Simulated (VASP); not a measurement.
An input for Quantum ESPRESSO's pw.x (written as the equivalent of a VASP run, and not itself run):

```
&CONTROL
  calculation = 'vc-relax'
  pseudo_dir = './pseudo'
  outdir = './out'
  tprnfor = .true.
  tstress = .true.
  nstep = 30
  forc_conv_thr = 0.00039
/
&SYSTEM
  ibrav = 0
  nat = 5
  ntyp = 2
  ecutwfc = 84
  occupations = 'smearing'
  smearing = 'gaussian'
  degauss = 0.003675
  input_dft = 'vdw-df-cx'
/
&ELECTRONS
  conv_thr = 7.3e-09
  electron_maxstep = 100
/
&IONS
/
&CELL
  cell_dofree = 'shape'
/
ATOMIC_SPECIES
  Mg 24.305 Mg.upf
  Sb 121.760 Sb.upf
CELL_PARAMETERS angstrom
     2.2398405   -3.8795177    0.0000000
     2.2398405    3.8795177    0.0000000
     0.0000000    0.0000000    7.0620971
ATOMIC_POSITIONS crystal
  Mg   0.0000000  0.0000000  1.0000000
  Mg   0.3333330  0.6666670  0.6334049
  Mg   0.6666670  0.3333330  0.3665951
  Sb   0.3333330  0.6666670  0.2243877
  Sb   0.6666670  0.3333330  0.7756123
K_POINTS automatic
  6 6 3 0 0 0
```

Translate this input to VASP (INCAR, KPOINTS, POSCAR, choice of POTCAR).

Several could match; the one computed here: 
POSCAR:
```
Mg3Sb2
1
    2.2398404875    -3.8795176821     0.0000000000
    2.2398404875     3.8795176821     0.0000000000
    0.0000000000     0.0000000000     7.0620970972
Mg Sb
3 2
Direct
  0.0000000000   0.0000000000   1.0000000000
  0.3333330000   0.6666670000   0.6334048649
  0.6666670000   0.3333330000   0.3665951351
  0.3333330000   0.6666670000   0.2243877124
  0.6666670000   0.3333330000   0.7756122876
```

File KPOINTS:
```
Regular mesh
0
gamma
  6 6 3
```

**INCAR**
```
EDIFF  =  1E-7
IBRION  =  2   ! conjugate gradients
PREC  =  Accurate
LUSE_VDW  =  .TRUE.
ISIF  =  4
ISMEAR  =  0   ! Gaussian
GGA  =  CX
LASPH  =  .TRUE.   ! aspherical one-centre terms
LCHARG  =  .FALSE.
ALGO  =  Normal   ! blocked Davidson
NSW  =  30
LREAL  =  .FALSE.
SIGMA  =  0.05   ! width (eV)
EDIFFG  =  -0.01   ! ionic stop
ENCUT  =  520
LWAVE  =  .FALSE.
LMAXMIX  =  4   ! l cut-off of mixed one-centre charges
NELM  =  100   ! most electronic steps
SYSTEM  =  Mg3Sb2
AGGAC  =  0.0
```

POTCAR, in this order: Mg Sb (PBE.64 set). Program: vasp_std.

Limits of the translation: the potentials are each code's own (VASP's PAW set, PseudoDojo norm-conserving files in pw.x), so ENCUT and ecutwfc are chosen apart and not converted; conv_thr bounds pw.x's estimated SCF error, while EDIFF bounds the energy change between steps; forc_conv_thr acts on force components and is met together with etot_conv_thr.

The compound is Mg3Sb2 in the a-la2o3 structure. This cell is one point of a volume scan, at 0.94 of the reference volume. Symmetry was kept, so distortions that lower it aren't found.
